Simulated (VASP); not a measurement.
Set up this calculation in VASP 6.6.1, as the native input.

* Task: relaxation of cell and atoms
* Functional: PBE
* Potentials or basis: VASP PAW PBE potentials, release 64 (Rb_sv, Ir)
* Cutoff: 600 eV
* k mesh: 12 × 12 × 12
* Occupations: gaussian, width 0.1 eV
* Spin: no spin polarisation
* Dipole correction: no
* Further INCAR settings: ALGO = Fast; EDIFF = 1e-07; IBRION = 2; EDIFFG = -0.01; NSW = 100; ISIF = 3

The structure of RbIr3 lies in POSCAR:

```
RbIr3
1.0
    4.1541361463      0.0000000000      0.0000000000
    0.0000000000      4.1541361463      0.0000000000
    0.0000000000      0.0000000000      4.1541361463
Rb Ir
1 3
Direct
    0.5000000000      0.5000000000      0.5000000000
    0.5000000000      0.0000000000      0.0000000000
    0.0000000000      0.5000000000      0.0000000000
    0.0000000000      0.0000000000      0.5000000000
```

The cell was built by a generator and needn't be a form met in nature.

The cell isn't the ideal one: random cell by space group and Wyckoff sites (Pm-3m, No. 221).

The input as run:

INCAR

```
ALGO = Fast
EDIFF = 1E-7
EDIFFG = -0.01
ENCUT = 600
GGA = PE
IBRION = 2
ISIF = 3
ISMEAR = 0
LASPH = True
LCHARG = False
LREAL = False
LWAVE = False
NELM = 60
NSW = 100
PREC = Accurate
SIGMA = 0.1
```

KPOINTS

```
k-points
0
Gamma
  12 12 12
```

Potentials or basis: VASP PAW PBE potentials, release 64 (Rb_sv, Ir).

Run with:

```console
$ cat potpaw_PBE.64/Rb_sv/POTCAR potpaw_PBE.64/Ir/POTCAR > POTCAR
$ mpirun -np 1 vasp_std > vasp.out
```

It gave:

```yaml
Relaxed_volume: 18.02 Å³/atom
Relaxed_cell: a = 4.162 Å, b = 4.162 Å, c = 4.162 Å, α = 90.00°, β = 90.00°, γ = 90.00°
Space_group_after_relaxing_to_0.05_Å: Pm-3m (No. 221)
Energy_gained_by_relaxing: 0.3 meV/atom
Ionic_steps: 3
Pressure_after_relaxing: 0.0 GPa
Band_gap_on_the_k_mesh: none (metal or under the smearing width)
```

Run time: 5.2 min on 1 thread of AMD EPYC 9R45 (Zen 5) (shared host), peak memory 0.29 GiB.
